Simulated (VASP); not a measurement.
## A point defect in a supercell of BaAg2As2

How easily does a point defect form in BaAg2As2? The host is relaxed first, then a supercell is run with and without the defect. The start is a cell from a database of measured crystal structures.

Method: SCAN; plane waves and PAW (Ba_sv, Ag, As), in the first sound run; inputs show where later runs differ, in VASP 6.6.1.

## (1) The host crystal

Symmetry: I4/mmm, No. 139, tetragonal system. The conventional cell has a = 4.603 Å, b = 4.603 Å, c = 10.867 Å, α = 90.00°, β = 90.00°, γ = 90.00°. Nearest to Ba lie 10 As at 3.49 to 4.18 Å and 8 Ag at 3.56 Å. Ag has 4 As at 2.72 Å and 4 Ag at 3.25 Å and 4 Ba at 3.56 Å nearest. Nearest to As lie 1 As at 2.52 Å and 4 Ag at 2.72 Å and 5 Ba at 3.49 to 4.18 Å. Farther neighbours are not listed.

Structure file:

```cif
data_structure
_symmetry_space_group_name_H-M 'P 1'
_symmetry_Int_Tables_number 1
_cell_length_a 6.3337
_cell_length_b 6.3337
_cell_length_c 6.3337
_cell_angle_alpha 137.390
_cell_angle_beta 137.390
_cell_angle_gamma 61.839
_cell_volume 115.10
loop_
_atom_site_label
_atom_site_type_symbol
_atom_site_fract_x
_atom_site_fract_y
_atom_site_fract_z
_atom_site_occupancy
Ba1 Ba 0.00000 0.00000 0.00000 1
Ag2 Ag 0.25000 0.75000 0.50000 1
Ag3 Ag 0.75000 0.25000 0.50000 1
As4 As 0.61580 0.61580 0.00000 1
As5 As 0.38420 0.38420 0.00000 1
```

## (2) Relaxing the host crystal

First cell and atoms are relaxed at a raised cutoff, so that later runs start from this functional's own cell.

INCAR

```
SYSTEM = BaAg2As2
PREC = Accurate
ENCUT = 350
EDIFF = 1E-06
NELM = 120
ISMEAR = 1
SIGMA = 0.15
LREAL = .FALSE.
ALGO = Normal
METAGGA = SCAN
LASPH = .TRUE.
NBANDS = 27
LORBIT = 11
LWAVE = .FALSE.
LCHARG = .FALSE.
KPAR = 4
IBRION = 2
NSW = 40
ISIF = 3
EDIFFG = -0.02
POTIM = 0.4
```

POSCAR

```
BaAg2As2
1.0
   -2.3012500000      2.3012500000      5.4336000000
    2.3012500000     -2.3012500000      5.4336000000
    2.3012500000      2.3012500000     -5.4336000000
Ba Ag As
1 2 2
Direct
    0.0000000000      0.0000000000      0.0000000000
    0.2500000000      0.7500000000      0.5000000000
    0.7500000000      0.2500000000      0.5000000000
    0.6158000000      0.6158000000      0.0000000000
    0.3842000000      0.3842000000      0.0000000000
```

KPOINTS

```
Automatic mesh
0
Gamma
7 7 7
0 0 0
```

The projector-augmented-wave data sets are Ba_sv, Ag and As (PBE family, release 64).

Run with:

```
$ mpirun -np 4 vasp_std
```

The log of the run:

```text
[banner, memory and clock lines left out]
running    4 mpi-ranks, on    1 nodes
 distrk:  each k-point on    1 cores,    4 groups
 distr:  one band on    1 cores,    1 groups

 POSCAR found type information on POSCAR BaAgAs
 POSCAR found :  3 types and       5 ions
|                                                                             |
|               ----> ADVICE to this user running VASP <----                  |
|                                                                             |
|     You enforced a specific xc type in the INCAR file but a different       |
|     [... a line on the potential file left out ...]
|     I HOPE YOU KNOW WHAT YOU ARE DOING!                                     |
|                                                                             |

 LDA part: xc-table for (None), standard interpolation
 POSCAR, INCAR and KPOINTS ok, starting setup
 FFT: planning ... GRIDC
 FFT: planning ... GRID_SOFT
 FFT: planning ... GRID
 WAVECAR not read
 entering main loop
       N       E                     dE             d eps       ncg     rms          rms(c)
DAV:   1     0.678942462783E+02    0.67894E+02   -0.16110E+04  2160   0.106E+03
DAV:   2    -0.147171615287E+03   -0.21507E+03   -0.20922E+03  2496   0.244E+02
DAV:   3    -0.158115503239E+03   -0.10944E+02   -0.10852E+02  2778   0.535E+01
DAV:   4    -0.158293266860E+03   -0.17776E+00   -0.17743E+00  2810   0.656E+00
DAV:   5    -0.158296717776E+03   -0.34509E-02   -0.34500E-02  2839   0.760E-01    0.114E+01
DAV:   6    -0.145832415624E+03    0.12464E+02   -0.28721E+01  2273   0.472E+01    0.113E+01
DAV:   7    -0.145534144356E+03    0.29827E+00   -0.20507E+00  2319   0.111E+01    0.554E+00
DAV:   8    -0.145430750545E+03    0.10339E+00   -0.83537E-01  2670   0.784E+00    0.101E+00
DAV:   9    -0.145421964265E+03    0.87863E-02   -0.97249E-02  2779   0.197E+00    0.424E-01
DAV:  10    -0.145418431807E+03    0.35325E-02   -0.20578E-02  2476   0.120E+00    0.149E-01
DAV:  11    -0.145418627632E+03   -0.19583E-03   -0.32948E-03  2556   0.370E-01    0.611E-02
DAV:  12    -0.145418660680E+03   -0.33047E-04   -0.32820E-04  3114   0.114E-01    0.267E-02
DAV:  13    -0.145418659038E+03    0.16413E-05   -0.74205E-05  2576   0.717E-02    0.151E-02
DAV:  14    -0.145418670816E+03   -0.11778E-04   -0.18056E-05  2413   0.250E-02    0.354E-03
DAV:  15    -0.145418669774E+03    0.10428E-05   -0.22780E-06  2158   0.956E-03    0.187E-03
DAV:  16    -0.145418669413E+03    0.36060E-06   -0.71718E-07  1353   0.568E-03
   1 F= -.14541867E+03 E0= -.14541880E+03  d E =-.145419E+03
 curvature:   0.00 expect dE= 0.000E+00 dE for cont linesearch  0.000E+00
 trial: gam= 0.00000 g(F)=  0.119E-01 g(S)=  0.144E-01 ort = 0.000E+00 (trialstep = 0.100E+01)
 search vector abs. value=  0.263E-01
 bond charge predicted
       N       E                     dE             d eps       ncg     rms          rms(c)
DAV:   1    -0.145480422257E+03   -0.61752E-01   -0.19359E+00  2247   0.976E+00    0.163E+00
DAV:   2    -0.145439967342E+03    0.40455E-01   -0.20469E-01  2493   0.417E+00    0.584E-01
DAV:   3    -0.145437627564E+03    0.23398E-02   -0.96650E-03  2733   0.581E-01    0.356E-01
DAV:   4    -0.145436964335E+03    0.66323E-03   -0.71728E-03  2850   0.530E-01    0.843E-02
DAV:   5    -0.145437183913E+03   -0.21958E-03   -0.10263E-03  2892   0.241E-01    0.643E-02
DAV:   6    -0.145437239991E+03   -0.56078E-04   -0.24105E-04  2308   0.107E-01    0.299E-02
DAV:   7    -0.145437241841E+03   -0.18494E-05   -0.41542E-05  2428   0.569E-02    0.848E-03
DAV:   8    -0.145437258365E+03   -0.16524E-04   -0.95166E-06  2410   0.192E-02    0.219E-03
DAV:   9    -0.145437264131E+03   -0.57668E-05   -0.70025E-07  1253   0.520E-03    0.855E-04
DAV:  10    -0.145437263119E+03    0.10122E-05   -0.13247E-07  1158   0.205E-03    0.489E-04
DAV:  11    -0.145437263355E+03   -0.23562E-06   -0.47753E-08  1152   0.151E-03
   2 F= -.14543726E+03 E0= -.14543670E+03  d E =-.185939E-01
[... from here on, the cycles between the ionic steps are left out ...]
   3 F= -.14544266E+03 E0= -.14544162E+03  d E =-.239945E-01
   4 F= -.14544771E+03 E0= -.14544641E+03  d E =-.504798E-02
   5 F= -.14544821E+03 E0= -.14544688E+03  d E =-.554630E-02
   6 F= -.14545076E+03 E0= -.14544951E+03  d E =-.254602E-02
   7 F= -.14545237E+03 E0= -.14545129E+03  d E =-.416280E-02
   8 F= -.14545246E+03 E0= -.14545143E+03  d E =-.425067E-02
   9 F= -.14545305E+03 E0= -.14545195E+03  d E =-.589265E-03
 trial-energy change:   -0.000589  1 .order   -0.000589   -0.000891   -0.000286
 step:   2.5141(harm=  2.5141)  dis= 0.00756  next Energy=  -145.453117 (dE=-0.656E-03)
 bond charge predicted
       N       E                     dE             d eps       ncg     rms          rms(c)
DAV:   1    -0.145453419405E+03   -0.36943E-03   -0.12561E-02  2172   0.718E-01    0.113E-01
DAV:   2    -0.145453169947E+03    0.24946E-03   -0.16476E-03  2413   0.352E-01    0.566E-02
DAV:   3    -0.145453139925E+03    0.30022E-04   -0.69849E-05  2547   0.483E-02    0.350E-02
DAV:   4    -0.145453122084E+03    0.17841E-04   -0.38364E-05  2831   0.310E-02    0.585E-03
DAV:   5    -0.145453122156E+03   -0.72441E-07   -0.61334E-06  2787   0.172E-02
  10 F= -.14545312E+03 E0= -.14545199E+03  d E =-.661236E-03
 curvature:  -1.26 expect dE=-0.277E-03 dE for cont linesearch -0.373E-11
 trial: gam= 0.42271 g(F)=  0.174E-04 g(S)=  0.203E-03 ort = 0.393E-07 (trialstep = 0.187E+01)
 search vector abs. value=  0.314E-03
 reached required accuracy - stopping structural energy minimisation
```

Run time: 6.3 min. Hardware: 4 MPI ranks of Intel Xeon 6975P-C (Granite Rapids), shared host; peak memory 1.3 GiB; 24 min of CPU time.

The logs omit lines about the potential files and the build; timing stands in the text.

From OUTCAR (step 2):

```text
ion  position               nearest neighbor table
   1  0.000  0.000  0.000-   4 3.49   4 3.49   4 3.49   5 3.49   4 3.49   5 3.49   5 3.49   5 3.49
                             2 3.56   3 3.56   3 3.56   2 3.56   3 3.56   2 3.56   2 3.56   3 3.56
   2  0.250  0.750  0.500-   5 2.72   4 2.72   5 2.72   4 2.72   3 3.25   3 3.25   3 3.25   3 3.25
                             1 3.56   1 3.56   1 3.56   1 3.56
   3  0.750  0.250  0.500-   5 2.72   4 2.72   5 2.72   4 2.72   2 3.25   2 3.25   2 3.25   2 3.25
                             1 3.56   1 3.56   1 3.56   1 3.56
   4  0.616  0.616  0.000-   5 2.52   3 2.72   2 2.72   2 2.72   3 2.72   1 3.49   1 3.49   1 3.49
                             1 3.49
   5  0.384  0.384  0.000-   4 2.52   2 2.72   3 2.72   3 2.72   2 2.72   1 3.49   1 3.49   1 3.49
                             1 3.49

  LATTYP: Found a body centered tetragonal cell.
 ALAT       =     4.6025000000
 C/A-ratio  =     2.3611515481

 Subroutine GETGRP returns: Found 16 space group operations
 (whereof 16 operations were pure point group operations)

The static configuration has the point symmetry D_4h.

 Found     40 irreducible k-points:

   k-points           NKPTS =     40   k-points in BZ     NKDIM =     40   number of bands    NBANDS=     27

   dimension x,y,z NGX =    40 NGY =   40 NGZ =   40
   dimension x,y,z NGXF=    80 NGYF=   80 NGZF=   80

   ENCUT  =  350.0 eV  25.72 Ry    5.07 a.u.   9.66  9.66  9.66*2*pi/ulx,y,z

   NELECT =      42.0000    total number of electrons

 k-points in reciprocal lattice and weights: Automatic mesh
   0.00000000  0.00000000  0.00000000       0.003
   0.14285714  0.00000000 -0.00000000       0.023
   0.28571429  0.00000000  0.00000000       0.023
   0.42857143  0.00000000  0.00000000       0.023
   0.14285714  0.14285714 -0.00000000       0.023
   0.28571429  0.14285714 -0.00000000       0.047
   0.42857143  0.14285714 -0.00000000       0.047
  -0.42857143  0.14285714 -0.00000000       0.047
  -0.28571429  0.14285714  0.00000000       0.047
[...]
-0.42857143  0.42857143  0.42857143       0.012
  -0.42857143 -0.42857143  0.42857143       0.006

 average (electrostatic) potential at core
       1 -39.8534       2 -78.9687       3 -78.9687       4 -53.8724       5 -53.8724

 E-fermi :   5.5766

 k-point     1 :       0.0000    0.0000    0.0000
  band No.  band energies     occupation
    ...
     17       1.6148      2.00000
     18       3.4412      2.00000
     19       3.4412      2.00000
     20       4.8904      2.00000
     21       4.8905      2.00000
     22       5.9385     -0.00339
     23       7.1699     -0.00000
     24       7.9801     -0.00000
     25       8.5638     -0.00000
     26       9.3702      0.00000
    ...

 k-point     2 :       0.1429    0.0000   -0.0000
  band No.  band energies     occupation
    ...
     17       1.4289      2.00000
     18       3.0056      2.00000
     19       3.6726      2.00000
     20       4.2860      2.00000
     21       4.7379      2.00000
     22       6.4912     -0.00000
     23       7.5112     -0.00000
     24       8.3357     -0.00000
     25       8.6358      0.00000
     26       9.6363      0.00000
    ...

 k-point     3 :       0.2857    0.0000    0.0000
  band No.  band energies     occupation
    ...
     17       1.5327      2.00000
     18       2.1119      2.00000
     19       3.8330      2.00000
     20       3.9049      2.00000
     21       4.8532      2.00000
     22       6.8303     -0.00000
     23       7.5891     -0.00000
     24       7.8757     -0.00000
     25       9.2090      0.00000
     26       9.6558      0.00000
    ...

  Total       -0.0955726     -0.0955726     -0.0895624      0.0000000     -0.0000000      0.0000000
  in kB       -1.3159549     -1.3159549     -1.2331994      0.0000000     -0.0000000      0.0000000
  external PRESSURE =      -1.2883698 kB  Pullay stress =       0.0000000 kB

  energy-cutoff  :      350.00
  volume of cell :      116.36
      direct lattice vectors                 reciprocal lattice vectors
    -2.267566796  2.267566796  5.657478602     0.000000000  0.220500671  0.088378593
     2.267566796 -2.267566796  5.657478602     0.220500671  0.000000000  0.088378593
     2.267566796  2.267566796 -5.657478602     0.220500671  0.220500671  0.000000000

 POSITION                                       TOTAL-FORCE (eV/Angst)
 -----------------------------------------------------------------------------------
     -0.00000      0.00000      0.00000         0.000000      0.000000      0.000000
      2.26757      0.00000      2.82874         0.000000      0.000000      0.000000
      0.00000      2.26757      2.82874         0.000000      0.000000     -0.000000
      2.26757      2.26757      1.33556        -0.000000     -0.000000     -0.015031
      0.00000      0.00000      4.32192        -0.000000     -0.000000      0.015031
 -----------------------------------------------------------------------------------
    total drift:                               -0.000000     -0.000000     -0.000000

  FREE ENERGIE OF THE ION-ELECTRON SYSTEM (eV)
  ---------------------------------------------------
  free  energy   TOTEN  =      -145.4531221561 eV

  energy  without entropy=     -145.4497200037  energy(sigma->0) =     -145.45198811

 reached required accuracy - stopping structural energy minimisation

 total charge
# of ion       s       p       d       tot
------------------------------------------
    1        2.006   5.611   0.305   7.922
    2        0.426   0.312   9.169   9.907
    3        0.426   0.312   9.169   9.907
    4        1.240   1.472   0.034   2.746
    5        1.240   1.472   0.034   2.746
--------------------------------------------------
tot          5.340   9.178  18.710  33.227

[... 3 further parts left out ...]
```

CONTCAR:

```
BaAg2As2
   1.00000000000000
    -2.2675667959073005    2.2675667959073005    5.6574786015745886
     2.2675667959073005   -2.2675667959073005    5.6574786015745886
     2.2675667959073005    2.2675667959073005   -5.6574786015745886
  Ba              Ag              As
     1     2     2
Direct
     0.0000000000000000    0.0000000000000000    0.0000000000000000
     0.2500000000000000    0.7500000000000000    0.5000000000000000
     0.7500000000000000    0.2500000000000000    0.5000000000000000
     0.6180348824097930    0.6180348824097930    1.0000000000000000
     0.3819651175902069    0.3819651175902069    0.0000000000000000
```

Harder data sets than Ba_sv exist (the GW ones), and pressures, volumes and forces can shift noticeably with them. The PAW data sets were made with PBE, which is usual practice but a small mismatch for other functionals. The run keeps the 16 symmetry operations of its start, so it cannot find a distortion of lower symmetry.

Step by step:

```csv
step,energy less that of the first step (eV),largest force (eV/Å),pressure (GPa),volume (Å³)
1,0.0000,0.3922,0.60,115.10
2,-0.0186,0.1648,-0.06,116.24
3,-0.0240,0.0166,-0.58,117.25
4,-0.0290,0.0448,0.01,116.17
5,-0.0295,0.0726,0.30,115.67
6,-0.0321,0.0751,0.20,115.83
7,-0.0337,0.0773,0.09,116.03
8,-0.0338,0.0780,0.06,116.08
9,-0.0344,0.0351,-0.07,116.27
10,-0.0345,0.0150,-0.13,116.36
```

| conventional cell, symmetrised | before | after | change |
| --- | --- | --- | --- |
| a (Å) | 4.603 | 4.535 | -1.5 % |
| b (Å) | 4.603 | 4.535 | -1.5 % |
| c (Å) | 10.867 | 11.315 | +4.1 % |
| volume (Å³/atom) | 23.02 | 23.27 | +1.1 % |

The atoms that moved most (Å, as changes of fractional coordinates times the final cell):

```
atom     dx     dy      dz  length
 As5  0.000  0.000  -0.025   0.025
 As4  0.000  0.000   0.025   0.025
```

The relaxed structure:

```xyz
5
Lattice="-2.2676 2.2676 5.6575 2.2676 -2.2676 5.6575 2.2676 2.2676 -5.6575" Properties=species:S:1:pos:R:3 pbc="T T T"
Ba    0.0000    0.0000    0.0000
Ag    2.2676    0.0000    2.8287
Ag    0.0000    2.2676    2.8287
As    0.0000    0.0000    6.9930
As    0.0000    0.0000    4.3219
```

This step gave:

```yaml
electronic_cycles: 95
electrons: 42
free_energy_toten: -145.4531 eV
energy_at_zero_smearing: -145.4520 eV
fermi_energy: 5.577 eV
labelled_metallic_from_the_levels_on_this_mesh: yes
```

The run ended after 10 ionic steps, 0.034 eV below its first step, once forces and stress met EDIFFG = -0.02.

[end of part 1 of 4]

[Lines on the potential files, build, host, timing and source positions are cut from VASP's logs without a mark.]

[Logs are printed without paths, hosts, clocks, repeated set-up lines and the standing remarks that a program may print on its own settings, such as how far it seeks lower states.]

[Hosts, paths, dates, database ids (printed as entryN), source tags and the programs' standing remarks are cut or masked in the printed files.]

[In band tables of VASP the shares of atoms and orbitals are scaled to a sum of 1 inside the atoms' spheres.]

[Runs that stopped without an error message from VASP are left out.]
